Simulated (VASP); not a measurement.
# CsLiCr2Te2S3 (Cm) in VASP: reference runs

How does CsLiCr2Te2S3 come out in PBE? The cell is run as given and disturbed.

Program: VASP 6.6.1. These are calculated values, not measurements. Logs are shortened: lines on timing, memory, paths and dates and some standing lists are left out, and cuts for length are marked.

## 1. The structure

Symmetry: Cm, No. 8, monoclinic system. The conventional cell has a = 6.843 Å, b = 10.361 Å, c = 7.978 Å, α = 90.00°, β = 111.21°, γ = 90.00°. Cs (site symmetry m) is surrounded by 5 S at 3.58 to 3.92 Å and 1 Li at 4.01 Å. Around Li (site symmetry m) lie 3 S at 2.42 to 2.56 Å. Cr (site symmetry 1) is surrounded by 3 S at 2.20 to 2.25 Å and 1 Te at 2.51 Å. Around Te (site symmetry 1) lie 1 Cr at 2.51 Å. S (site symmetry 1) is surrounded by 2 Cr at 2.24 to 2.25 Å and 1 Li at 2.56 Å. S (site symmetry m) is surrounded by 2 Cr at 2.20 Å and 1 Li at 2.42 Å.

The cell was built by a generator and needn't be a form met in nature.

## 2. Single point, PBE, collinear spin, ferromagnetic start

File INCAR:

```
SYSTEM = CsLiCr2Te2S3
PREC = Accurate ; ENCUT = 520
EDIFF = 1E-7 ; ISMEAR = -1
SIGMA = 0.05 ; LREAL = .False.
LASPH = .True. ; NELM = 150
ALGO = Normal ; ISIF = 2
LWAVE = .False. ; LCHARG = .False.
ISPIN = 2 ; MAGMOM = 0 0 3 3 0 0 0 0 0
LORBIT = 11 ; LMAXMIX = 4
GGA = PE ; NBANDS = 47
KPAR = 4
```

File KPOINTS:

```
regular mesh
0
Gamma
  5 5 4
  0 0 0
```

File POSCAR:

```
CsLiCr2Te2S3
1.0
    3.4216200000     -5.1806900000      0.0078400000
    3.4216200000      5.1806900000      0.0078400000
   -2.9041100000      0.0000000000      7.4309300000
Cs Li Cr Te S
1 1 2 2 3
Direct
    0.0937400000      0.0937400000      0.0085300000
    0.5887500000      0.5887500000      0.5533600000
    0.0564600000      0.4675500000      0.5579000000
    0.4675500000      0.0564600000      0.5579000000
    0.5648600000      0.8735700000      0.2903500000
    0.8735700000      0.5648600000      0.2903500000
    0.8115100000      0.3969700000      0.7334700000
    0.3969700000      0.8115100000      0.7334700000
    0.2140400000      0.2140400000      0.4837100000
```

Potentials or basis: VASP PAW PBE potentials, release 64 (Cs_sv, Li_sv, Cr_pv, Te, S).

On the command line:

```bash
> cat potpaw_PBE.64/Cs_sv/POTCAR potpaw_PBE.64/Li_sv/POTCAR potpaw_PBE.64/Cr_pv/POTCAR potpaw_PBE.64/Te/POTCAR potpaw_PBE.64/S/POTCAR > POTCAR
> mpirun -np 4 vasp_std > vasp.out
```

OUTCAR:

```text
SYSTEM = CsLiCr2Te2S3
   PREC = Accurate
   ENCUT = 520
   EDIFF = 1E-7
   ISMEAR = -1
   LREAL = .False.
   LASPH = .True.
   NELM = 150
   ISIF = 2
   ISPIN = 2
   LORBIT = 11
   GGA = PE

 ion  position               nearest neighbor table
   1  0.094  0.094  0.009-
   2  0.589  0.589  0.553-   9 2.42   8 2.56   7 2.56   6 3.02   5 3.02
   3  0.056  0.468  0.558-   9 2.20   7 2.24   8 2.25   6 2.51
   4  0.468  0.056  0.558-   9 2.20   8 2.24   7 2.25   5 2.51
   5  0.565  0.874  0.290-   4 2.51   2 3.02   6 3.20
   6  0.874  0.565  0.290-   3 2.51   2 3.02   5 3.20
   7  0.812  0.397  0.733-   3 2.24   4 2.25   2 2.56
   8  0.397  0.812  0.733-   4 2.24   3 2.25   2 2.56
   9  0.214  0.214  0.484-   3 2.20   4 2.20   2 2.42

  LATTYP: Found a base centered monoclinic cell.
 ALAT       =     6.8432579639
 B/A-ratio  =     1.5141004555
 C/A-ratio  =     1.1658564481
 COS(beta)  =    -0.3618680181

  Lattice vectors:

 A1 = (   3.4216200000,  -5.1806900000,   0.0078400000)
 A2 = (   3.4216200000,   5.1806900000,   0.0078400000)
 A3 = (  -2.9041100000,   0.0000000000,   7.4309300000)

Analysis of symmetry for initial positions (statically):
=====================================================================
 Subroutine PRICEL returns:
 Original cell was already a primitive cell.

 Routine SETGRP: Setting up the symmetry group for a
 base centered monoclinic supercell.

 Subroutine GETGRP returns: Found  2 space group operations
 (whereof  2 operations were pure point group operations)
 out of a pool of  4 trial point group operations.

The static configuration has the point symmetry C_1h.

Analysis of symmetry for dynamics (positions and initial velocities):
=====================================================================
 Subroutine PRICEL returns:
 Original cell was already a primitive cell.

 Routine SETGRP: Setting up the symmetry group for a
 base centered monoclinic supercell.

 Subroutine GETGRP returns: Found  2 space group operations
 (whereof  2 operations were pure point group operations)
 out of a pool of  4 trial point group operations.

The dynamic configuration has the point symmetry C_1h.

Analysis of structural, dynamic, and magnetic symmetry:
=====================================================================
 Subroutine PRICEL returns:
 Original cell was already a primitive cell.

 Routine SETGRP: Setting up the symmetry group for a
 base centered monoclinic supercell.

 Subroutine GETGRP returns: Found  2 space group operations
 (whereof  2 operations were pure point group operations)
 out of a pool of  4 trial point group operations.

The overall configuration has the point symmetry C_1h.

 Subroutine INISYM returns: Found  2 space group operations
 (whereof  2 operations are pure point group operations),
 and found     1 'primitive' translations

----------------------------------------------------------------------------------------

                                     Primitive cell

  volume of cell :     263.6825

  direct lattice vectors                    reciprocal lattice vectors
     3.421620000 -5.180690000  0.007840000     0.145998873 -0.096512241  0.057058374
     3.421620000  5.180690000  0.007840000     0.145998873  0.096512241  0.057058374
    -2.904110000  0.000000000  7.430930000    -0.000308072  0.000000000  0.134452259

  length of vectors
     6.208630587  6.208630587  7.978256423     0.184081345  0.184081345  0.134452612

  position of ions in fractional coordinates (direct lattice)
     0.093740000  0.093740000  0.008530000
     0.588750000  0.588750000  0.553360000
     0.056460000  0.467550000  0.557900000
     0.467550000  0.056460000  0.557900000
     0.564860000  0.873570000  0.290350000
     0.873570000  0.564860000  0.290350000
     0.811510000  0.396970000  0.733470000
     0.396970000  0.811510000  0.733470000
     0.214040000  0.214040000  0.483710000

  ion indices of the primitive-cell ions
   primitive index   ion index
                 1           1
                 2           2
[... 65 lines left out ...]
   dimension x,y,z NGXF=    96 NGYF=   96 NGZF=  120
   ions per type =               1   1   2   2   3
   NGX,Y,Z   is equivalent  to a cutoff of  12.85, 12.85, 12.50 a.u.
   NGXF,Y,Z  is equivalent  to a cutoff of  25.71, 25.71, 25.00 a.u.
 SYSTEM =  CsLiCr2Te2S3
   PREC   = accura    normal or accurate (medium, high low for compatibility)
   ISTART =      0    job   : 0-new  1-cont  2-samecut
   ICHARG =      2    charge: 1-file 2-atom 10-const
   ISPIN  =      2    spin polarized calculation?
   LNONCOLLINEAR =      F non collinear calculations
   LSORBIT =      F    spin-orbit coupling
   LASPH  =      T    aspherical Exc in radial PAW
   ENCUT  =  520.0 eV  38.22 Ry    6.18 a.u.  11.54 11.54 14.83*2*pi/ulx,y,z
   NELM   =    150;   NELMIN=  2; NELMDL= -5     # of ELM steps
   EDIFF  = 0.1E-06   stopping-criterion for ELM
   LREAL  =      F    real-space projection
   EDIFFG = 0.1E-05   stopping-criterion for IOM
   NSW    =      0    number of steps for IOM
   IBRION =     -1    ionic relax: 0-MD 1-quasi-New 2-CG
   NFREE  =      0    steps in history (QN), initial steepest desc. (CG)
   ISIF   =      2    stress and relaxation
   ISYM   =      2    0-nonsym 1-usesym 2-fastsym
   POTIM  = 0.5000    time-step for ionic-motion
   TEBEG  =    0.0;   TEEND  =   0.0 temperature during run
   PSTRESS=    0.0 pullay stress
   NELECT =      66.0000    total number of electrons
   NUPDOWN=      -1.0000    fix difference up-down
   EMIN   =  10.00;   EMAX   =-10.00  energy-range for DOS
   EFERMI =   0.00;   METHOD = LEGACY
   ISMEAR =    -1;   SIGMA  =   0.05  broadening in eV -4-tet -1-fermi 0-gaus
   EFERMI_NEDOS =   21; number of points for ismear=-14 and -15
   IALGO  =     38    algorithm
   IMIX   =      4    mixing-type and parameters
     AMIX     =   0.40;   BMIX     =  1.00
     AMIX_MAG =   1.60;   BMIX_MAG =  1.00
  volume/ion in A,a.u.               =      29.30       197.71
  Fermi-wavevector in a.u.,A,eV,Ry     =   1.031721  1.949670 14.482705  1.064449
  Thomas-Fermi vector in A             =   2.165883
   LORBIT       =     11    0 simple, 1 ext, 2 COOP (PROOUT), +10 PAW based schemes
   GGA     = PE    functional components
   LHFCALC =     F    Hartree Fock is set to
   AEXX    =    0.0000 exact exchange contribution
   IVDW    =     0    specifies the selected vdW correction
   LEPSILON=     F    determine dielectric tensor
   LRPA    =     F    only Hartree local field effects (RPA)
 spin polarized calculation
  energy-cutoff  :      520.00
  volume of cell :      263.68
 maximum number of plane-waves:      7130
 NGX is ok and might be reduce to    48
   NGX = 23   NGY = 23   NGZ = 29

 number of electron      66.0000014 magnetization       4.0118542

 Free energy of the ion-electron system (eV)
  ---------------------------------------------------
  ext. energy  EPLUGINS =         0.00000000
  ---------------------------------------------------
  free energy    TOTEN  =       -45.78817304 eV

  energy without entropy =      -45.76095584  energy(sigma->0) =      -45.77456444

 E-fermi :   3.1460     XC(G=0):  -8.3099

 val. band max:        3.1401957473   @ k =  -0.2000   0.2000   0.0000
 cond. band min:       3.1482846137   @ k =  -0.2000   0.4000   0.2500
 fundamental gap:      0.0080888664
 Fermi energy:         3.1460357546

 spin component 1

 k-point     1 :       0.0000    0.0000    0.0000
  band No.  band energies     occupation
      1     -42.8793      1.00000
      2     -41.1979      1.00000
      3     -41.1938      1.00000
      4     -41.1732      1.00000
      5     -41.1645      1.00000
      6     -41.0733      1.00000
[... 1141 lines left out ...]
     44       7.9576      0.00000
     45       8.0515      0.00000

 [... further k-points ...]

 spin component 2

 k-point     1 :       0.0000    0.0000    0.0000
  band No.  band energies     occupation
      1     -42.8775      1.00000
      2     -38.8823      1.00000
      3     -38.8815      1.00000
      4     -38.8483      1.00000
      5     -38.8474      1.00000
      6     -38.7989      1.00000
[... 1141 lines left out ...]
     44       8.0477      0.00000
     45       8.1253      0.00000

 [... further k-points ...]

 [bands above 45 left out]

------------------------ aborting loop because EDIFF is reached ----------------------------------------

  FORCE on cell =-STRESS in cart. coord.  units (eV):
  Direction    XX          YY          ZZ          XY          YZ          ZX
  --------------------------------------------------------------------------------------
  -------------------------------------------------------------------------------------
  Total       -0.0352836     -0.1047296      0.0136753      0.0000000      0.0000000     -0.0188543
  in kB       -0.2143886     -0.6363537      0.0830935      0.0000000      0.0000000     -0.1145615
  external PRESSURE =      -0.2558829 kB  Pullay stress =       0.0000000 kB

 VOLUME and BASIS-vectors are now :
 -----------------------------------------------------------------------------
  energy-cutoff  :      520.00
  volume of cell :      263.68
      direct lattice vectors                 reciprocal lattice vectors
     3.421620000 -5.180690000  0.007840000     0.145998873 -0.096512241  0.057058374
     3.421620000  5.180690000  0.007840000     0.145998873  0.096512241  0.057058374
    -2.904110000  0.000000000  7.430930000    -0.000308072  0.000000000  0.134452259

 POSITION                                       TOTAL-FORCE (eV/Angst)
 -----------------------------------------------------------------------------------
      0.61671      0.00000      0.06486         0.003271      0.000000     -0.001971
      2.42194      0.00000      4.12121        -0.004472      0.000000      0.004134
      0.17276      2.12973      4.14982         0.001196     -0.000846      0.001980
      0.17276     -2.12973      4.14982         0.001196      0.000846      0.001980
      4.07855      1.59933      2.16885         0.005170      0.009573     -0.005259
      4.07855     -1.59933      2.16885         0.005170     -0.009573     -0.005259
      2.00488     -2.14760      5.45984        -0.006969      0.006145      0.002855
      2.00488      2.14760      5.45984        -0.006969     -0.006145      0.002855
      0.05998      0.00000      3.59777         0.002408      0.000000     -0.001315
 -----------------------------------------------------------------------------------
    total drift:                                0.000157      0.000000     -0.000186

  FREE ENERGIE OF THE ION-ELECTRON SYSTEM (eV)
  ---------------------------------------------------
  free  energy   TOTEN  =       -45.7881730420 eV

  energy  without entropy=      -45.7609558362  energy(sigma->0) =      -45.77456444

 total charge

# of ion       s       p       d       tot
------------------------------------------
    1        1.831   4.704   0.024   6.559
    2        2.014   0.048   0.000   2.062
    3        0.333   6.280   4.178  10.791
    4        0.333   6.280   4.178  10.791
    5        1.391   1.959   0.027   3.376
    6        1.391   1.959   0.027   3.376
    7        1.340   2.390   0.000   3.731
    8        1.340   2.390   0.000   3.731
    9        1.342   2.413   0.000   3.755
--------------------------------------------------
tot         11.317  28.423   8.432  48.171

 magnetization (x)

# of ion       s       p       d       tot
------------------------------------------
    1       -0.000  -0.002   0.000  -0.001
    2        0.001  -0.000   0.000   0.000
    3        0.028   0.021   2.224   2.273
    4        0.028   0.021   2.224   2.273
    5       -0.007  -0.184   0.003  -0.188
    6       -0.007  -0.184   0.003  -0.188
    7       -0.003  -0.079   0.000  -0.082
    8       -0.003  -0.079   0.000  -0.082
    9        0.001  -0.084   0.000  -0.083
--------------------------------------------------
tot          0.038  -0.570   4.455   3.923
```

Run time: 5.7 min. Hardware: 4 MPI ranks of Intel Xeon Platinum 8488C (Sapphire Rapids), shared host; peak memory 0.91 GiB.

What came out:

| Quantity | Value |
| --- | --- |
| Free energy | -45.7882 eV |
| Largest force | 0.012 eV/Å |
| Band gap on the k mesh | none (metal or under the smearing width) |
| Net moment | 4.01 μB per cell |
| Site moments | Cs -0.00; Li +0.00; Cr +2.27; Te -0.19; S -0.08 μB |
| Valence electrons inside the program's atomic spheres | Cs 6.56; Li 2.06; Cr 10.79; Te 3.38; S 3.73, 3.75 |

Forces in eV/Å, atoms in the order of the input:
```
Cs   0.003  0.000 -0.002
Li  -0.004  0.000  0.004
Cr   0.001 -0.001  0.002
Cr   0.001  0.001  0.002
Te   0.005  0.010 -0.005
Te   0.005 -0.010 -0.005
S   -0.007  0.006  0.003
S   -0.007 -0.006  0.003
S    0.002  0.000 -0.001
```

Caveat: the cutoff is under 1.25 times the usual one of these potentials, so pressure, stress and relaxed cells hold a basis-set (Pulay) error; only a ferromagnetic start was run, and an antiferromagnetic order may lie lower in energy. Spin-orbit coupling is left out, which matters for the levels of Cs, Te.

## 3. Single point, PBE, collinear spin, ferromagnetic start (atoms moved at random, drawn with an rms of 0.05 Å)

INCAR is that of step 2.

KPOINTS is that of step 2.

File POSCAR:

```
CsLiCr2Te2S3
1.0
    3.4216200000     -5.1806900000      0.0078400000
    3.4216200000      5.1806900000      0.0078400000
   -2.9041100000      0.0000000000      7.4309300000
Cs Li Cr Te S
1 1 2 2 3
Direct
    0.0853380000      0.0862210000      0.0051640000
    0.5839220000      0.5858820000      0.5585590000
    0.0636530000      0.4723630000      0.5622920000
    0.4696150000      0.0589730000      0.5565960000
    0.5627070000      0.8667330000      0.2845050000
    0.8733070000      0.5635280000      0.2953300000
    0.8115810000      0.3888590000      0.7298580000
    0.3964890000      0.8169270000      0.7336650000
    0.2064220000      0.2110570000      0.4826190000
```

Potentials or basis: VASP PAW PBE potentials, release 64 (Cs_sv, Li_sv, Cr_pv, Te, S).

On the command line:

```bash
> cat potpaw_PBE.64/Cs_sv/POTCAR potpaw_PBE.64/Li_sv/POTCAR potpaw_PBE.64/Cr_pv/POTCAR potpaw_PBE.64/Te/POTCAR potpaw_PBE.64/S/POTCAR > POTCAR
> mpirun -np 4 vasp_std > vasp.out
```

Wall time 8.4 min (4 MPI ranks of Intel Xeon Platinum 8488C (Sapphire Rapids), shared host); peak memory 1.1 GiB.

It converged, with:

| Item | Value |
| --- | --- |
| Free energy | -45.7588 eV |
| Largest force | 0.565 eV/Å |
| Band gap on the k mesh | none (metal or under the smearing width) |
| Net moment | 4.02 μB per cell |
| Site moments | Cs -0.00; Li +0.00; Cr +2.19, +2.33; Te -0.19, -0.18; S -0.08 μB |
| Valence electrons inside the program's atomic spheres | Cs 6.56; Li 2.06; Cr 10.83, 10.79; Te 3.37, 3.38; S 3.74, 3.75 |

Forces in eV/Å, atoms in the order of the input:
```
Cs   0.019  0.001  0.042
Li   0.033 -0.010 -0.051
Cr  -0.075  0.115 -0.175
Cr  -0.272  0.028 -0.494
Te  -0.134  0.114  0.162
Te   0.047  0.024 -0.054
S    0.191  0.125  0.323
S    0.044 -0.132  0.178
S    0.149 -0.266  0.070
```

Levels at points of the mesh, in eV from the Fermi level:
Spin up:
| k point | band 33 | band 34 | band 35 | band 36 | band 37 | band 38 |
| --- | --- | --- | --- | --- | --- | --- |
| (0.00, 0.00, 0.00) | -0.74 | -0.42 | -0.37 | -0.23 | 0.22 | 0.71 |
| (0.00, 0.00, 0.50) | -0.76 | -0.40 | -0.37 | -0.13 | 0.12 | 0.62 |
Spin down:
| k point | band 27 | band 28 | band 29 | band 30 | band 31 | band 32 | band 33 | band 34 | band 35 | band 36 |
| --- | --- | --- | --- | --- | --- | --- | --- | --- | --- | --- |
| (0.00, 0.00, 0.00) | -2.16 | -1.97 | -1.70 | -0.65 | -0.59 | 0.61 | 0.83 | 1.02 | 1.14 | 1.44 |
| (0.00, 0.00, 0.50) | -2.34 | -2.17 | -1.68 | -0.63 | -0.63 | 0.62 | 0.80 | 1.09 | 1.22 | 1.34 |

Caveat: the cutoff is under 1.25 times the usual one of these potentials, so pressure, stress and relaxed cells hold a basis-set (Pulay) error; only a ferromagnetic start was run, and an antiferromagnetic order may lie lower in energy.
